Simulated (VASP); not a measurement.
# MgSe3 (Pm-3m) in VASP: notebook, part 2 of 2

VASP 6.6.1.

**3. Relaxation of cell and atoms, PBE (species swapped into the KPb3 type (Pm-3m, No. 221))**

Input file INCAR:

```
ALGO = Fast
EDIFF = 1E-6
EDIFFG = -0.01
ENCUT = 600
GGA = PE
IBRION = 2
ISIF = 3
ISMEAR = 0
LASPH = T
LCHARG = F
LREAL = F
LWAVE = F
NELM = 80
NSW = 100
PREC = Accurate
SIGMA = 0.1
```

Input file KPOINTS:

```
k-points
0
Gamma
  10 10 10
```

Input file POSCAR:

```
MgSe3
1.0
    4.3983935370      0.0000000000      0.0000000000
    0.0000000000      4.3983935370      0.0000000000
    0.0000000000      0.0000000000      4.3983935370
Mg Se
1 3
Direct
    0.0000000000      0.0000000000      0.0000000000
    0.0000000000      0.5000000000      0.5000000000
    0.5000000000      0.0000000000      0.5000000000
    0.5000000000      0.5000000000      0.0000000000
```

Potentials or basis: VASP PAW PBE potentials, release 64 (Mg, Se).

Started as:

```
$ cat potpaw_PBE.64/Mg/POTCAR potpaw_PBE.64/Se/POTCAR > POTCAR
$ mpirun -np 1 vasp_std > vasp.out
```

Wall time 1.8 min (1 thread of Intel Xeon Platinum 8488C (Sapphire Rapids), shared host); peak memory 0.27 GiB.

It converged, with:

```
Free energy                            : -11.7137 eV
Relaxed volume                         : 21.02 Å³/atom
Relaxed cell                           : a = 4.381 Å, b = 4.381 Å, c = 4.381 Å, α = 90.00°, β = 90.00°, γ = 90.00°
Space group after relaxing (to 0.05 Å) : Pm-3m (No. 221)
Energy gained by relaxing              : 0.5 meV/atom
Ionic steps                            : 3
Pressure after relaxing                : 0.0 GPa
Band gap on the k mesh                 : none (metal or under the smearing width)
```

Step by step:
| step | energy change (eV) | largest force (eV/Å) | pressure (GPa) | volume (Å³) |
| --- | --- | --- | --- | --- |
| 1 | 0.0000 | 0.0000 | -0.68 | 85.09 |
| 2 | -0.0021 | 0.0000 | 0.09 | 83.98 |
| 3 | -0.0021 | 0.0000 | 0.01 | 84.10 |

Final structure:
```
Mg Se
1.0
     4.38125    0.00000    0.00000
     0.00000    4.38125    0.00000
     0.00000    0.00000    4.38125
Mg Se
1 3
Direct
  0.00000 0.00000 0.00000
  0.00000 0.50000 0.50000
  0.50000 0.00000 0.50000
  0.50000 0.50000 0.00000
```

Levels at points of the mesh, in eV from the Fermi level:
| k point | band 7 | band 8 | band 9 | band 10 | band 11 | band 12 | band 13 | band 14 |
| --- | --- | --- | --- | --- | --- | --- | --- | --- |
| (0.00, 0.00, 0.00) | -1.11 | -1.11 | -1.11 | -0.65 | 0.80 | 0.80 | 0.80 | 4.67 |
| (0.50, 0.00, 0.00) | -2.91 | -2.91 | -2.49 | -2.12 | 0.37 | 0.37 | 3.05 | 3.62 |
| (0.50, 0.50, 0.00) | -2.94 | -2.58 | -2.58 | -2.58 | 1.24 | 1.26 | 2.38 | 3.13 |
| (0.50, 0.50, 0.50) | -5.84 | -1.31 | 1.39 | 1.39 | 1.39 | 1.39 | 1.39 | 8.15 |

**4. Single point, PBE (species swapped into the KPb3 type (Pm-3m, No. 221))**

Input file INCAR:

```
  PREC = Accurate
  ENCUT = 520
  EDIFF = 1E-6
  ISMEAR = 0
  SIGMA = 0.1
  LREAL = False
  LASPH = True
  NELM = 60
  ALGO = Normal
  ISIF = 2
  LWAVE = False
  LCHARG = False
  GGA = PE
  NBANDS = 18
```

Input file KPOINTS:

```
regular mesh
0
Gamma
  4 4 4
```

POSCAR is that of step 3.

Potentials or basis: VASP PAW PBE potentials, release 64 (Mg, Se).

Started as:

```
$ cat potpaw_PBE.64/Mg/POTCAR potpaw_PBE.64/Se/POTCAR > POTCAR
$ mpirun -np 1 vasp_std > vasp.out
```

OUTCAR:

```text
PREC = Accurate
   ENCUT = 520
   EDIFF = 1E-6
   ISMEAR = 0
   LREAL = False
   LASPH = True
   NELM = 60
   ISIF = 2
   GGA = PE

 ion  position               nearest neighbor table
   1  0.000  0.000  0.000-   2 3.11   3 3.11   4 3.11   2 3.11   3 3.11   2 3.11   4 3.11   2 3.11
                             3 3.11   4 3.11   3 3.11   4 3.11
   2  0.000  0.500  0.500-   1 3.11   1 3.11   1 3.11   1 3.11
   3  0.500  0.000  0.500-   1 3.11   1 3.11   1 3.11   1 3.11
   4  0.500  0.500  0.000-   1 3.11   1 3.11   1 3.11   1 3.11

  LATTYP: Found a simple cubic cell.
 ALAT       =     4.3983935370

  Lattice vectors:

 A1 = (   4.3983935370,   0.0000000000,   0.0000000000)
 A2 = (   0.0000000000,   4.3983935370,   0.0000000000)
 A3 = (   0.0000000000,   0.0000000000,   4.3983935370)

Analysis of symmetry for initial positions (statically):
=====================================================================
 Subroutine PRICEL returns:
 Original cell was already a primitive cell.

 Routine SETGRP: Setting up the symmetry group for a
[... 158 lines left out ...]

 E-fermi :   4.7312     XC(G=0):  -9.8953

 val. band max:        4.7296056421   @ k =   0.2500   0.2500   0.2500
 cond. band min:       4.7567523988   @ k =   0.5000   0.5000   0.2500
 fundamental gap:      0.0271467567
 Fermi energy:         4.7311747305

 k-point     1 :       0.0000    0.0000    0.0000
  band No.  band energies     occupation
      1     -10.4910      2.00000
      2      -6.9910      2.00000
      3      -6.9910      2.00000
      4      -0.4124      2.00000
      5      -0.4124      2.00000
      6      -0.4124      2.00000
[... 187 lines left out ...]
      5      -0.9421      2.00000
      6      -0.9421      2.00000
[... 10 lines left out ...]
     17      13.5395      0.00000
     18      13.5395      0.00000

------------------------ aborting loop because EDIFF is reached ----------------------------------------

  FORCE on cell =-STRESS in cart. coord.  units (eV):
  Direction    XX          YY          ZZ          XY          YZ          ZX
  --------------------------------------------------------------------------------------
  -------------------------------------------------------------------------------------
  Total       -0.1114472     -0.1114472     -0.1114472      0.0000000     -0.0000000     -0.0000000
  in kB       -2.0984438     -2.0984438     -2.0984438      0.0000000     -0.0000000     -0.0000000
  external PRESSURE =      -2.0984438 kB  Pullay stress =       0.0000000 kB

 VOLUME and BASIS-vectors are now :
 -----------------------------------------------------------------------------
  energy-cutoff  :      520.00
  volume of cell :       85.09
      direct lattice vectors                 reciprocal lattice vectors
     4.398393537  0.000000000  0.000000000     0.227355736  0.000000000  0.000000000
     0.000000000  4.398393537  0.000000000     0.000000000  0.227355736  0.000000000
     0.000000000  0.000000000  4.398393537     0.000000000  0.000000000  0.227355736

 POSITION                                       TOTAL-FORCE (eV/Angst)
 -----------------------------------------------------------------------------------
      0.00000      0.00000      0.00000         0.000000      0.000000      0.000000
      0.00000      2.19920      2.19920         0.000000      0.000000      0.000000
      2.19920      0.00000      2.19920         0.000000      0.000000      0.000000
      2.19920      2.19920      0.00000         0.000000      0.000000      0.000000
 -----------------------------------------------------------------------------------
    total drift:                                0.000000      0.000000      0.000000

  FREE ENERGIE OF THE ION-ELECTRON SYSTEM (eV)
  ---------------------------------------------------
  free  energy   TOTEN  =       -11.5810307640 eV

  energy  without entropy=      -11.5524710651  energy(sigma->0) =      -11.56675091
```

stdout:

```text
POSCAR found type information on POSCAR MgSe
 POSCAR found :  2 types and       4 ions
 scaLAPACK will be used
 LDA part: xc-table for (Slater+PW92), standard interpolation
 POSCAR, INCAR and KPOINTS ok, starting setup
 FFT: planning ... GRIDC
 FFT: planning ... GRID_SOFT
 FFT: planning ... GRID
 WAVECAR not read
 entering main loop
```

It took 16 s on 1 thread of Intel Xeon Platinum 8488C (Sapphire Rapids), shared host; peak memory 0.2 GiB.

Results:

- Free energy: -11.5810 eV
- Pressure: -0.2 GPa
- Band gap on the k mesh: none (metal or under the smearing width)

**5. The runs side by side**

```tsv
task	cell	k mesh	cutoff (eV)	gap on the mesh (eV)	pressure (GPa)
single point	species swapped into the KPb3 type (Pm-3m, No. 221)	10 × 10 × 10	520	none	-0.1
relaxation of cell and atoms	relaxed from: species swapped into the KPb3 type (Pm-3m, No. 221)	10 × 10 × 10	600	none	0.0
single point	species swapped into the KPb3 type (Pm-3m, No. 221)	4 × 4 × 4	520	none	-0.2
```

Alike in all rows: level PBE; potentials or basis VASP PAW PBE potentials, release 64 (Mg, Se); no spin polarisation; smearing gaussian 0.1 eV.

Absolute energies hang on the potentials; compare differences alone.
